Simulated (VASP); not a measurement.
# YB6 (Pm-3m) in LDA: pressure and energy for volumes within 6% of equilibrium

Squeezing YB6 by 6% in volume costs more energy than stretching it by 6%, although both start from the same minimum. I use this series to see how large that asymmetry is and what it says about the stiffness of the crystal. The question has practical weight: YB6 is a superconductor at a few kelvin, and pressure or a misfitting substrate changes the volume on which its electrons and phonons depend. Seven volumes were calculated in LDA with the cell scaled evenly. Volume change is measured from the fitted equilibrium of 9.44 Å³ per atom, energy from the lowest point of the series, and positive pressure means a compressed cell.

## Set-up

A cell from the Materials Project database, relaxed at this level and then scaled evenly, fractional positions kept. VASP 6.6.1, plane waves with PAW, LDA, cutoff 420 eV, k mesh 6×6×6, no spin polarisation, no spin-orbit coupling, static lattice. A Birch-Murnaghan fit to the energies has its minimum at 9.44 Å³ per atom.

Notes on method and selection:

- The pressure is that of a finite plane-wave basis, so it need not vanish exactly at the minimum of the energy.
- Only series whose fit has its minimum inside the range and an error under 0.5 meV per atom are shown.
- Where rows or columns differ in functional or spin-orbit coupling, non-spherical gradient terms in the PAW spheres (LASPH) may be on in some and off in others.
- Runs that did not converge, have known faults or may not be shown are not listed, and runs on Ansatz's PAW sets soft_1 and soft_2 are kept to separate tables.

Columns:

- volume change (%): volume relative to the fitted equilibrium volume.
- pressure (GPa): pressure from the stress tensor (positive: compressed).
- energy (meV/atom): energy per atom above the lowest point of the series.

Input lines of one member:

```
PREC = Accurate
ENCUT = 420
EDIFF = 1E-06
NELM = 100
ISMEAR = 0
SIGMA = 0.05
LREAL = .FALSE.
ALGO = Normal
GGA = CA
NBANDS = 21
LASPH = .TRUE.
LORBIT = 11
KPAR = 4
ISIF = 2
```

Command (options for logging and memory left out): `mpirun -np 4 vasp_std`

## Data

```
member    volume change (%)  pressure (GPa)  energy (meV/atom)
8.88 Å³   −6.01              13.00           22.01
9.07 Å³   −4.01              8.25            9.49
9.25 Å³   −2.01              3.93            2.31
9.44 Å³   −0.01              −0.04           0.00
9.63 Å³   1.99               −3.62           2.14
9.82 Å³   3.99               −6.92           8.34
10.01 Å³  5.99               −9.92           18.26
```

Least-squares fits to the whole series, with x = volume change (%); R² and errors in the fitted variable (y, or ln y where the fit is in ln y):

```
y                  members  fit                                     R²    rms residual  leave-one-out rms  the same for the mean of the others
pressure (GPa)     7        y = −0.047136 − 1.9036 x + 0.043542 x²  1.00  0.032         0.083              8.9
energy (meV/atom)  7        y = −0.01906 − 0.2338 x + 0.5595 x²     1.00  0.38          1.0                9.1
```

## Interpretation

The pressure falls at every step as the cell grows, from 13.00 GPa at −6.01% to −9.92 GPa at +5.99%. The two rows on either side of equilibrium give the bulk modulus, B = −V dP/dV, as 100 × (3.93 + 3.62) / (1.99 + 2.01) = 189 GPa. That is a stiff solid, as a three-dimensional network of boron–boron bonds would lead me to expect.

The fall is not a straight line. Between the two most compressed rows the pressure changes by (13.00 − 8.25) / 2.00 = 2.38 GPa per percent of volume, and between the two most expanded rows by (9.92 − 6.92) / 2.00 = 1.50 GPa per percent. The crystal stiffens when squeezed and softens when stretched.

The energy shows the same thing. It rises by 22.01 meV per atom at the compressed end and by 18.26 at the expanded end, a ratio of 22.01 / 18.26 = 1.21. A harmonic solid would give nearly equal values, ½BV₀(x/100)² with x in percent. With 1 GPa Å³ = 6.24 meV this is 0.5 × 189 × 9.44 × 0.06² × 6.24 = 20.0 meV per atom at 6%, which lies between the two computed energies.

The reason lies in the shape of any bond's energy curve. When atoms are pushed together, the kinetic energy of the confined electrons and the repulsion between overlapping shells rise steeply. When they are drawn apart, the attraction fades and the restoring force grows ever more slowly.

The boron octahedra resist the change more than their surroundings do. In the compressed cells the forces push each boron atom away from the centre of its octahedron, and in the expanded cells they pull it inwards.

## Outliers

Largest departures from the fit to the whole series:

```
member    pressure (GPa)  fit    computed − fit  in rms residuals
9.63 Å³   −3.62           −3.66  +0.04           1.4
9.07 Å³   8.25            8.29   −0.04           1.2
8.88 Å³   13.00           12.97  +0.03           1.1
10.01 Å³  −9.92           −9.89  −0.03           1.0
```

No volume falls off the smooth curve. The largest departures from the quadratic pressure fit are +0.04 GPa at 9.63 Å³ and −0.04 GPa at 9.07 Å³, followed by the two end members. Their signs alternate along the series in the way a missing cubic term would produce, so I put them down to the form of the fit.

The energy makes this plainer. Its quadratic fit misses by 0.38 meV per atom rms, which is almost a fifth of the 2.14 meV at +1.99%. A quadratic and a cubic coefficient can be had from the two end rows alone, by comparing E/x² across their distance of 6.01 + 5.99 = 12.00 in x. The cubic one is (22.01 / 6.01² − 18.26 / 5.99²) / 12.00 = 0.0084 in size, and I get E = 0.559 x² − 0.0084 x³, with x in percent and E in meV per atom. This comes within about 0.04 meV of all seven rows, whereas predicting each row by the mean of the others misses by 9.1 meV rms.

The row at 9.44 Å³ has a small oddity of another kind. At −0.01% the pressure should be about +0.02 GPa, but the table gives −0.04. The finite plane-wave basis can account for such an offset, which shifts the volume of zero pressure by only about 0.03%.

## Using the table

**Which volume corresponds to 5 GPa?**
The target lies between the rows at −2.01% (3.93 GPa) and −4.01% (8.25 GPa). The slope there is (8.25 − 3.93) / 2.00 = 2.16 GPa per percent. The further compression needed is (5 − 3.93) / 2.16 = 0.50%, so the volume change is −2.01 − 0.50 = −2.51%. That is 9.44 × (1 − 2.51 / 100) = 9.20 Å³ per atom, with a cell edge shorter by about 0.8%.

**What pressure appears if the cell edge is set 1% too long?**
The volume grows with the cube of the edge, so x = 100 × ((1 + 1 / 100)³ − 1) = 3.03%. The pressure fit gives −0.047 − 1.9036 × 3.03 + 0.043542 × 3.03² = −5.4 GPa. An error in the edge that looks harmless therefore produces a stress of several GPa.

**Do the stresses agree with the energies at this cutoff?**
The work done between two volumes is the mean pressure times the volume step, here 9.44 × 2.00 / 100 = 0.189 Å³ per atom.

- From −4.01% to −6.01%: (13.00 + 8.25) / 2 × 0.189 × 6.24 = 12.5 meV, and the energies differ by 22.01 − 9.49 = 12.52 meV.
- From +3.99% to +5.99%: (6.92 + 9.92) / 2 × 0.189 × 6.24 = 9.9 meV, and the energies differ by 18.26 − 8.34 = 9.92 meV.

They agree at both ends, so at 420 eV the stress tensor can be used directly for this equation of state.

## Conclusions and limits

Within 6% of equilibrium, YB6 in LDA behaves as a stiff solid with a bulk modulus near 189 GPa that rises on compression. A parabola is too crude for the energy over this range, and one cubic term repairs it.

Three approximations affect the values. The boron coordinate was held at its equilibrium fraction; letting it relax would lower the energy at every scaled volume and make the crystal somewhat softer. LDA usually binds solids too strongly, which makes the equilibrium volume too small and the bulk modulus too high. The lattice is static, and zero-point and thermal motion would expand the cell and soften it further. All three corrections lower the bulk modulus, so I read 189 GPa as more likely too high than too low.

[Logs are printed without paths, hosts, clocks, repeated set-up lines and the standing remarks that a program may print on its own settings, such as how far it seeks lower states.]
